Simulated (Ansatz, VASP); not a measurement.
## YbS: VASP beside Ansatz

Aim: how closely do two programs agree when they are given the same cell, functional and k mesh? Of the first pair: The cell is taken from a series of runs on this material, whose earlier steps may have relaxed, scaled, displaced or heated it; both programs get it as it stands.

Method: plane waves, with VASP 6.6.1 beside it; relaxation of cell and atoms at PBEsol, in Ansatz 0.2.0.

## Step 1: Starting point

Symmetry: Fm-3m, No. 225, cubic system. The conventional cell has a = 5.465 Å, b = 5.465 Å, c = 5.465 Å, α = 90.00°, β = 90.00°, γ = 90.00°. Nearest to Yb lie 6 S at 2.73 Å. S has 6 Yb at 2.73 Å nearest. Farther neighbours and most contacts between anions are not listed.

As a file:

```cif
data_structure
_symmetry_space_group_name_H-M 'P 1'
_symmetry_Int_Tables_number 1
_cell_length_a 3.8646
_cell_length_b 3.8646
_cell_length_c 3.8646
_cell_angle_alpha 60.000
_cell_angle_beta 60.000
_cell_angle_gamma 60.000
_cell_volume 40.81
loop_
_atom_site_label
_atom_site_type_symbol
_atom_site_fract_x
_atom_site_fract_y
_atom_site_fract_z
_atom_site_occupancy
Yb1 Yb 0.50000 0.50000 0.50000 1
S2 S 0.00000 0.00000 0.00000 1
```

## Step 2: VASP: relaxation of cell and atoms, PBEsol, pair 1

The relaxed volume is the usual yardstick between codes: in a stiff, nearly cubic crystal its relative difference is about their pressure difference at one cell divided by the bulk modulus.

Lines of VASP's logs that name or quote its potential files are left out, and so is its time.

File INCAR:

```
SYSTEM = YbS
PREC = Accurate
ENCUT = 600
EDIFF = 1E-07
NELM = 200
ISMEAR = 0
SIGMA = 0.1
LREAL = .FALSE.
ALGO = Normal
GGA = PS
NBANDS = 21
LASPH = .TRUE.
LORBIT = 11
LWAVE = .FALSE.
LCHARG = .FALSE.
ISIF = 3
IBRION = 2
NSW = 80
EDIFFG = -0.005
GGA_COMPAT = .FALSE.
NELMIN = 4
LMAXMIX = 6
```

File POSCAR:

```
YbS
1.0
    0.0000000000      2.7327080000      2.7327080000
    2.7327080000      0.0000000000      2.7327080000
    2.7327080000      2.7327080000      0.0000000000
Yb S
1 1
Direct
    0.5000000000      0.5000000000      0.5000000000
    0.0000000000      0.0000000000      0.0000000000
```

File KPOINTS:

```
Automatic mesh
0
Gamma
16 16 16
0 0 0
```

PAW data sets: Yb and S (PBE family, release 64).

The run is started by

```console
$ mpirun -np 1 vasp_std
```

Numbers of over 12 decimals in the logs are rounded to 6 here.

What it wrote:

```text
[banner, memory and clock lines left out]
running    1 mpi-ranks, on    1 nodes
 distrk:  each k-point on    1 cores,    1 groups
 distr:  one band on    1 cores,    1 groups

 POSCAR found type information on POSCAR YbS
 POSCAR found :  2 types and       2 ions
|                                                                             |
|               ----> ADVICE to this user running VASP <----                  |
|                                                                             |
|     You enforced a specific xc type in the INCAR file but a different       |
|     [... a line on the potential file left out ...]
|     I HOPE YOU KNOW WHAT YOU ARE DOING!                                     |
|                                                                             |

 LDA part: xc-table for (Slater+PW92), standard interpolation
 POSCAR, INCAR and KPOINTS ok, starting setup
 FFT: planning ... GRIDC
 FFT: planning ... GRID_SOFT
 FFT: planning ... GRID
 WAVECAR not read
 entering main loop
       N       E                     dE             d eps       ncg     rms          rms(c)
DAV:   1     0.179775146350E+03    0.17978E+03   -0.11675E+04  8408   0.993E+03
DAV:   2     0.159874366798E+02   -0.16379E+03   -0.15479E+03  7934   0.819E+02
DAV:   3    -0.860297341529E+01   -0.24590E+02   -0.24078E+02  8908   0.153E+02
DAV:   4    -0.126201142297E+02   -0.40171E+01   -0.39916E+01 11802   0.461E+01
DAV:   5    -0.129154354380E+02   -0.29532E+00   -0.29129E+00  9617   0.138E+01    0.279E+01
DAV:   6    -0.127710673676E+02    0.14437E+00   -0.54466E-01 11575   0.921E+00    0.181E+01
DAV:   7    -0.128540104449E+02   -0.82943E-01   -0.12055E+00  9881   0.228E+01    0.819E+00
DAV:   8    -0.127948466310E+02    0.59164E-01   -0.22378E+00  8341   0.363E+01    0.471E+00
DAV:   9    -0.127541009457E+02    0.40746E-01   -0.15834E-01  9221   0.110E+01    0.211E+00
DAV:  10    -0.127497735981E+02    0.43273E-02   -0.25289E-02 10752   0.377E+00    0.756E-01
DAV:  11    -0.127499515947E+02   -0.17800E-03   -0.41917E-03 11850   0.955E-01    0.298E-01
DAV:  12    -0.127499644403E+02   -0.12846E-04   -0.67210E-04 11679   0.406E-01    0.169E-01
DAV:  13    -0.127500139541E+02   -0.49514E-04   -0.22954E-04  9488   0.334E-01    0.250E-01
DAV:  14    -0.127499692929E+02    0.44661E-04   -0.18168E-04  9794   0.314E-01    0.114E-01
DAV:  15    -0.127499636121E+02    0.56808E-05   -0.37883E-05 10534   0.138E-01    0.732E-02
DAV:  16    -0.127499636969E+02   -0.84782E-07   -0.39473E-06 11799   0.194E-02    0.188E-02
DAV:  17    -0.127499636665E+02    0.30431E-07   -0.22887E-07  8456   0.729E-03
   1 F= -.12749964E+02 E0= -.12747101E+02  d E =-.127500E+02
[...]
2 F= -.12749932E+02 E0= -.12747082E+02  d E =0.319043E-04
[...]
3 F= -.12750010E+02 E0= -.12747151E+02  d E =-.464194E-04
 curvature:  -0.14 expect dE=-0.142E-05 dE for cont linesearch -0.142E-05
 ZBRENT: interpolating
 opt :   0.3146  next Energy=   -12.750011 (dE=-0.478E-04)
 bond charge predicted
       N       E                     dE             d eps       ncg     rms          rms(c)
DAV:   1    -0.127501239448E+02   -0.11389E-03   -0.85438E-04  8748   0.552E-01    0.227E-01
DAV:   2    -0.127507116429E+02   -0.58770E-03   -0.99831E-03  7498   0.245E+00    0.522E-01
DAV:   3    -0.127500216712E+02    0.68997E-03   -0.64753E-03  7885   0.200E+00    0.389E-02
DAV:   4    -0.127500141809E+02    0.74903E-05   -0.51840E-05  9741   0.160E-01    0.161E-02
DAV:   5    -0.127500136775E+02    0.50334E-06   -0.49763E-06 11069   0.264E-02    0.111E-02
DAV:   6    -0.127500130374E+02    0.64013E-06   -0.10317E-05 11266   0.670E-02    0.194E-02
DAV:   7    -0.127500132197E+02   -0.18229E-06   -0.28513E-07  7457   0.663E-03    0.188E-02
DAV:   8    -0.127500134312E+02   -0.21153E-06   -0.33293E-07  7074   0.127E-02    0.651E-03
DAV:   9    -0.127500134552E+02   -0.23968E-07   -0.63074E-08  4670   0.309E-03
   4 F= -.12750013E+02 E0= -.12747156E+02  d E =-.497887E-04
 curvature:  -0.13 expect dE=-0.799E-06 dE for cont linesearch -0.799E-06
 trial: gam=-0.10746 g(F)=  0.626E-58 g(S)=  0.619E-05 ort = 0.505E-04 (trialstep = 0.863E+00)
 search vector abs. value=  0.929E-07
 reached required accuracy - stopping structural energy minimisation
```

OUTCAR, selected parts (step 2):

```text
ion  position               nearest neighbor table
   1  0.500  0.500  0.500-   2 2.73   2 2.73   2 2.73   2 2.73   2 2.73   2 2.73
   2  0.000  0.000  0.000-   1 2.73   1 2.73   1 2.73   1 2.73   1 2.73   1 2.73

  LATTYP: Found a face centered cubic cell.
 ALAT       =     5.4654160000

 Subroutine GETGRP returns: Found 48 space group operations
 (whereof 48 operations were pure point group operations)

The static configuration has the point symmetry O_h .

 Found    145 irreducible k-points:

   k-points           NKPTS =    145   k-points in BZ     NKDIM =    145   number of bands    NBANDS=     21

   dimension x,y,z NGX =    32 NGY =   32 NGZ =   32
   dimension x,y,z NGXF=    64 NGYF=   64 NGZF=   64

   ENCUT  =  600.0 eV  44.10 Ry    6.64 a.u.   7.72  7.72  7.72*2*pi/ulx,y,z

   NELECT =      30.0000    total number of electrons

 k-points in reciprocal lattice and weights: Automatic mesh
   0.00000000  0.00000000  0.00000000       0.000
   0.06250000  0.00000000  0.00000000       0.002
   0.12500000  0.00000000  0.00000000       0.002
   0.18750000  0.00000000  0.00000000       0.002
   0.25000000  0.00000000  0.00000000       0.002
   0.31250000  0.00000000  0.00000000       0.002
   0.37500000  0.00000000  0.00000000       0.002
   0.43750000  0.00000000  0.00000000       0.002
   0.50000000  0.00000000  0.00000000       0.001
[...]
-0.31250000  0.50000000  0.18750000       0.003
  -0.25000000  0.50000000  0.25000000       0.001

 average (electrostatic) potential at core
       1 -31.7684       2 -87.2845

 E-fermi :   4.9058

 k-point     1 :       0.0000    0.0000    0.0000
  band No.  band energies     occupation
    ...
      8       2.1560      2.00000
      9       4.5049      2.00000
     10       4.6387      1.99984
     11       4.6387      1.99984
     12       4.6387      1.99984
     13       4.9807      0.28950
     14       4.9807      0.28950
     15       4.9807      0.28950
     16       6.4335      0.00000
     17       6.4335      0.00000
    ...

 k-point     2 :       0.0625    0.0000    0.0000
  band No.  band energies     occupation
    ...
     11       4.6311      1.99990
     12       4.6388      1.99984
     13       4.8997      1.06956
     14       4.9277      0.75673
     15       4.9277      0.75673
     16       6.4803      0.00000
     17       6.5341      0.00000
     18       6.5341      0.00000
     19       6.9920      0.00000
     20       7.6815      0.00000
    ...

 k-point     3 :       0.1250    0.0000    0.0000
  band No.  band energies     occupation
    ...
     11       4.6117      1.99997
     12       4.6393      1.99984
     13       4.7771      1.93138
     14       4.8221      1.76349
     15       4.8221      1.76349
     16       6.5382      0.00000
     17       6.8017      0.00000
     18       6.8017      0.00000
     19       7.7067      0.00000
     20       8.1993      0.00000
    ...

  Total       -0.0092487     -0.0092487     -0.0092487     -0.0000000      0.0000000      0.0000000
  in kB       -0.3636889     -0.3636889     -0.3636889     -0.0000000      0.0000000      0.0000000
  external PRESSURE =      -0.3636889 kB  Pullay stress =       0.0000000 kB

  energy-cutoff  :      600.00
  volume of cell :       40.74
      direct lattice vectors                 reciprocal lattice vectors
     0.000000000  2.731141895  2.731141895    -0.183073608  0.183073608  0.183073608
     2.731141895 -0.000000000  2.731141895     0.183073608 -0.183073608  0.183073608
     2.731141895  2.731141895 -0.000000000     0.183073608  0.183073608 -0.183073608

 POSITION                                       TOTAL-FORCE (eV/Angst)
 -----------------------------------------------------------------------------------
      2.73114      2.73114      2.73114         0.000000     -0.000000      0.000000
      2.73114      2.73114     -0.00000        -0.000000      0.000000     -0.000000
 -----------------------------------------------------------------------------------
    total drift:                               -0.000000     -0.000000      0.000000

  FREE ENERGIE OF THE ION-ELECTRON SYSTEM (eV)
  ---------------------------------------------------
  free  energy   TOTEN  =       -12.7500134552 eV

  energy  without entropy=      -12.7442984705  energy(sigma->0) =      -12.74715596

 reached required accuracy - stopping structural energy minimisation

 total charge
# of ion       s       p       d       f       tot
--------------------------------------------------
    1        2.114   6.064   0.471  13.581  22.231
    2        1.307   2.461   0.000   0.000   3.768
--------------------------------------------------
tot          3.421   8.525   0.471  13.581  25.999

[... 3 further parts left out ...]
```

CONTCAR:

```
YbS
   1.00000000000000
     0.0000000000000000    2.7311418946753663    2.7311418946753663
     2.7311418946753663   -0.0000000000000000    2.7311418946753663
     2.7311418946753663    2.7311418946753663   -0.0000000000000000
  Yb              S
     1     1
Direct
     0.5000000000000000    0.5000000000000000    0.5000000000000000
     0.0000000000000000    0.0000000000000000    1.0000000000000000
```

This run has no spin polarisation, so a moment on Yb, if there is one, isn't seen. Without U or exact exchange, f electrons of an open shell come out too delocalised.

## Step 3: Ansatz: relaxation of cell and atoms, PBEsol, pair 1

Ansatz runs on its PAW soft_1 files.

The same cell, functional, mesh and smearing now go to Ansatz, which takes its cutoff from its data sets.

File input.yaml:

```yaml
crystal:
  lattice:
    - [0.0, 2.7327083197, 2.7327083197]
    - [2.7327083197, 0.0, 2.7327083197]
    - [2.7327083197, 2.7327083197, 0.0]
  atoms:
    - { symbol: Yb, position: [0.5, 0.5, 0.5] }
    - { symbol: S, position: [0.0, 0.0, 0.0] }
kpoints:
  mp_grid: { grid: [16, 16, 16] }
hamiltonian:
  xc: pbesol
  pseudopotentials: { kind: paw, azcp: { folder: soft_1 }, xc_functional: pbe }
scf:
  occupations: { method: gaussian, width: 0.1 }
output:
  forces: true
  stress: true
  eigenvalues: true
relax:
  adjacent_minimum: "off"
  f_tol: 0.005
  max_steps: 80
  cell: { stress_tol: 0.05 }
```

The run is started by

```console
$ ansatz run input.yaml --threads 4 --pin off --max-ram 8192MiB --backend cpu --events-out ev --progress --plain --runs-dir out
```

What it wrote:

```text
Engine: ansatz 0.2.0, x86_64-unknown-linux-gnu
Pseudopotentials: kind: paw
Pseudopotential: Yb, paw, valence charge 24, recommended cutoff 420 eV (normal), soft_1/Yb.paw.azcp
Pseudopotential: S, paw, valence charge 6, recommended cutoff 420 eV (normal), soft_1/S.paw.azcp
Functional definition: PBEsol
  exchange = pbesol_x
  correlation = pbesol_c
Crystal: 2 atoms, lattice volume = 40.814 Å³
Basis set: ecut = 420 eV, 821 PW (Γ), exchange–correlation on 54×54×54 points (8 copies of the dense FFT grid, shifted against one another)
Bands: 19, of which v1, the nominal top of the filled ones, is band 15 counted from 1 (14 counted from 0)
Symmetry: 48 space group operations
Space group: Fm-3m (ITA 225), of the structure as read, at distance tolerance 3.4e-5 Å
k-points: 145 of 4096
Non-local potential: Yb, projectors of the file, l = 0: 3, l = 1: 2, l = 2: 2, l = 3: 3
Non-local potential: S, projectors of the file, l = 0: 2, l = 1: 2, l = 2: 1
PAW form: soft (Blöchl's): semilocal exchange-correlation on the pseudo side does not see the compensation charge
PAW frozen core: Yb, regenerated for the run's functional, and the local potential with it (the file was generated under x = pbe(κ = 0.804, μ = 0.219515), c = pbe(β = 0.066725))
PAW frozen core: S, regenerated for the run's functional, and the local potential with it (the file was generated under x = pbe(κ = 0.804, μ = 0.219515), c = pbe(β = 0.066725))
PAW one-centre angular grid: Yb, 590 points (default); XC on 64 Gauss nodes
PAW one-centre angular grid: S, 110 points (default); XC on 64 Gauss nodes
Initial density: superposition of atomic densities (chi_scale 0.1, normalization cell)
Initial wavefunctions: pseudopotential atomic-orbital guess
Functional: x = pbesol(κ = 0.804, μ = 0.123457), c = pbesol(β = 0.046)
SCF iter   1: F=—  HF=-14566.274248 eV  |F-HF|=—  |Δ(HF+E_count)|=         —  Δρ=2.93e-2  dr2=5.71e-1  ethr=3.10e-3  ⟨swp⟩=7.2  Hψ=17387  notcnv=0
preconditioner: auto → Kerker (q_TF=auto, 2.592 Å⁻¹)  [metal: Δε(μ)=0.001 eV  Ē_g=10.887 eV  σ=0.100 eV  W_gap=0.01  n_scr=14 (ndim 8)  ℏωp=30.8 eV  f_vac=0.000  D(μ)=1.42/eV (n_scr^D=14)]
SCF iter   2: F=—  HF=-14566.179365 eV  |F-HF|=—  |Δ(HF+E_count)|=   9.49e-2  Δρ=1.89e-2  dr2=2.29e-1  ethr=1.90e-3  ⟨swp⟩=2.2  Hψ=4370  notcnv=0
SCF iter   3: F=—  HF=-14566.130140 eV  |F-HF|=—  |Δ(HF+E_count)|=   4.92e-2  Δρ=5.61e-3  dr2=1.07e-2  ethr=7.63e-4  ⟨swp⟩=3.6  Hψ=5710  notcnv=0
SCF iter   4: F=—  HF=-14566.130147 eV  |F-HF|=—  |Δ(HF+E_count)|=   6.82e-6  Δρ=1.26e-3  dr2=7.04e-4  ethr=3.58e-5  ⟨swp⟩=2.0  Hψ=4568  notcnv=0
SCF iter   5: F=—  HF=-14566.130439 eV  |F-HF|=—  |Δ(HF+E_count)|=   2.93e-4  Δρ=3.76e-4  dr2=6.61e-5  ethr=2.35e-6  ⟨swp⟩=2.1  Hψ=4767  notcnv=0
SCF iter   6: F=—  HF=-14566.130452 eV  |F-HF|=—  |Δ(HF+E_count)|=   1.30e-5  Δρ=6.10e-5  dr2=1.34e-6  ethr=2.20e-7  ⟨swp⟩=2.0  Hψ=4942  notcnv=0
SCF iter   7: F=—  HF=-14566.130452 eV  |F-HF|=—  |Δ(HF+E_count)|=   4.61e-7  Δρ=4.67e-5  dr2=1.22e-6  ethr=4.47e-9  ⟨swp⟩=2.9  Hψ=5597  notcnv=0
SCF iter   8: F=—  HF=-14566.130451 eV  |F-HF|=—  |Δ(HF+E_count)|=   7.07e-7  Δρ=1.47e-5  dr2=1.05e-7  ethr=4.07e-9  ⟨swp⟩=2.1  Hψ=5017  notcnv=0
SCF iter   9: F=-14566.130451 eV  HF=-14566.130451 eV  |F-HF|=6.10e-9  |Δ(HF+E_count)|=  4.58e-10  Δρ=2.71e-6  dr2=3.06e-9  ethr=3.33e-10  ⟨swp⟩=8.3  Hψ=16961  notcnv=0
SCF 1 converged in 9 iterations: F = -14566.130451 eV  dr2 = 3.06e-9
  greatest PAW one-centre occupation: 0.999 electrons in one spin orbital (limit 2), on the Yb atom at site 0 (counted from 0), in its partial waves of l = 0
relax step   1: F+E_penalty+E_count = -14566.13045123 eV  Δ(F+E_penalty+E_count) = +0.000e0 eV  max|allowed force component| = 3.241e-29 eV/Å  Δτ_max = 0.0000 Å  P = -0.001 GPa  Ω = 40.814 Å³  (9 SCF iters, dr2 threshold 1.00e-7 eV, accepted)
Initial density: handed on by an earlier stage of this run
Initial wavefunctions: pseudopotential atomic-orbital guess (no wavefunctions were taken with the density)
iter 1 solved again at ethr=3.29e-8 eV; its pass at ethr=3.10e-3 eV (dr2=9.88e-6 eV) is discarded
SCF iter   1: F=—  HF=-14566.130453 eV  |F-HF|=—  |Δ(HF+E_count)|=         —  Δρ=2.99e-6  dr2=3.39e-9  ethr=3.29e-8  ⟨swp⟩=5.8  Hψ=29791  notcnv=0
preconditioner: auto → Kerker (q_TF=auto, 2.592 Å⁻¹)  [metal: Δε(μ)=0.025 eV  Ē_g=10.882 eV  σ=0.100 eV  W_gap=0.14  n_scr=14 (ndim 8)  ℏωp=30.8 eV  f_vac=0.000  D(μ)=1.11/eV (n_scr^D=8)]
SCF iter   2: F=—  HF=-14566.130451 eV  |F-HF|=—  |Δ(HF+E_count)|=   1.95e-6  Δρ=1.33e-6  dr2=5.34e-10  ethr=1.13e-11  ⟨swp⟩=4.0  Hψ=8048  notcnv=0
SCF iter   3: F=—  HF=-14566.130451 eV  |F-HF|=—  |Δ(HF+E_count)|=  1.33e-10  Δρ=4.16e-7  dr2=5.73e-11  ethr=1.78e-12  ⟨swp⟩=2.7  Hψ=4468  notcnv=0
SCF iter   4: F=—  HF=-14566.130451 eV  |F-HF|=—  |Δ(HF+E_count)|=  9.09e-12  Δρ=9.33e-8  dr2=2.87e-12  ethr=1.00e-12  ⟨swp⟩=2.2  Hψ=3813  notcnv=0
iter 5 did not close the SCF: its close was put off for the readings that it lacked (scf_convergence_deferred on its scf_iter line)
SCF iter   5: F=-14566.130451 eV  HF=-14566.130451 eV  |F-HF|=9.09e-12  |Δ(HF+E_count)|=    0.00e0  Δρ=8.54e-8  dr2=4.73e-12  ethr=1.00e-12  ⟨swp⟩=1.1  Hψ=2765  notcnv=0
SCF iter   6: F=-14566.130451 eV  HF=-14566.130451 eV  |F-HF|=3.64e-12  |Δ(HF+E_count)|=    0.00e0  Δρ=5.73e-8  dr2=1.32e-12  ethr=1.00e-12  ⟨swp⟩=7.5  Hψ=18916  notcnv=0
SCF 2 converged in 6 iterations: F = -14566.130451 eV  dr2 = 1.32e-12
relax step   2: F+E_penalty+E_count = -14566.13045123 eV  Δ(F+E_penalty+E_count) = -6.014e-9 eV  max|allowed force component| = 2.504e-29 eV/Å  Δτ_max = 0.0000 Å  P = -0.002 GPa  Ω = 40.814 Å³  stress off target by 1.87e-3 GPa  SCF on the basis re-selected at this cell (its energy is not comparable with the rows above)  (6 SCF iters)
basis re-selected at this cell: Δ(F+E_penalty+E_count) = -6.014e-9 eV, ΔP = -0.000 GPa vs the last step (what re-selecting the basis moved, of the pressure what is left beyond the Pulay correction that the steps carried, after the strain that the cell walked since its last selection, with what the two solves' SCF thresholds leave and, on support functions, any second-order correction that the steps lacked; it is no m [...]
SCF converged after 6 iterations
Free energy (F): -14566.130451 eV
Harris-Foulkes:  -14566.130451 eV  (|F-HF|=3.64e-12)
Internal energy: -14566.124914 eV  (E = F + TS)
E sigma→0 (E₀):  -14566.127682 eV
Entropy (-TS):   -0.005538 eV (-2.769 meV/atom)
Fermi energy:    13.275252 eV
--- Per-component energies (eV) ---
  E_band       = 95.552606
  E_kinetic    = 457.286280
  E_local      = -6473.142327  (includes V_loc(G=0)·N_el)
  E_nonlocal   = 985.971026
  E_hartree    = 2816.233345
  E_xc         = -251.540749
  E_vxc        = -274.343023  (∫ρ·V_xc dr)
  E_paw        = -7992.306290  (= ΣΔE_a)
  E_vpaw       = -232.685939  (= ΣTr[D̂ρ^β])
  E_aug_tail   = 0.000010  (compensation charges beyond the density's cutoff)
  E_ewald      = -4109.815376
  E_core_change = 1.189168  (= ΣΔE_core)
  E_smearing   = -0.005538  (= −TS)
  E_closure    = -0.000000  (closes the sum)
  Σ components = -14566.130451   (vs F -14566.130451, Δ=0.00e0)
--- Forces (eV/Å), atoms counted from 1 ---
  atom   1  Yb     0.00000000     0.00000000     0.00000000
  atom   2  S      0.00000000    -0.00000000    -0.00000000
  max |Σ_I F_I| component: 5.09e-29 eV/Å
--- Stress (GPa, compression-positive) ---
       -0.001871       0.000000       0.000000
        0.000000      -0.001871      -0.000000
        0.000000      -0.000000      -0.001871
  P = ⅓ Tr σ = -0.0019 GPa (-0.019 kbar)
--- Band table (eV; the first three rows and the last of 145) ---
  k-point 0: bands = [... 11 lower, 13.0054, 13.3485, 13.3485, 13.3485, 14.8251, 14.8251, 14.8251, 15.0806]
  k-point 1: bands = [... 11 lower, 13.0055, 13.2677, 13.2959, 13.2959, 14.8698, 14.9255, 14.9255, 15.3616]
  k-point 2: bands = [... 11 lower, 13.0059, 13.1453, 13.1906, 13.1906, 14.9254, 15.1926, 15.1926, 16.0780]
  k-point 144: bands = [... 11 lower, 12.9335, 12.9543, 12.9967, 13.0275, 15.9213, 15.9213, 17.1191, 19.0776]
--- Relaxed structure (1 steps of the walk, 1 accepted, 1 SCFs on fresh bases) ---
  F+E_penalty+E_count = -14566.13045123 eV   max|allowed force component| = 2.504e-29 eV/Å   (the final SCF, on the basis selected at the relaxed cell)
  cell:  # Å, volume = 40.8141 Å³
    - [0.0, 2.7327083197, 2.7327083197]
    - [2.7327083197, 0.0, 2.7327083197]
    - [2.7327083197, 2.7327083197, 0.0]
  atoms:
    - { symbol: Yb, position: [0.5, 0.5, 0.5] }
    - { symbol: S, position: [0.0, 0.0, 0.0] }
```

[end of part 1 of 2]

[Lines on the potential files, build, host, timing and source positions are cut from VASP's logs without a mark.]

[Logs are printed without paths, hosts, clocks, repeated set-up lines and the standing remarks that a program may print on its own settings, such as how far it seeks lower states.]

[Hosts, paths, dates, database ids (printed as entryN), source tags and the programs' standing remarks are cut or masked in the printed files.]
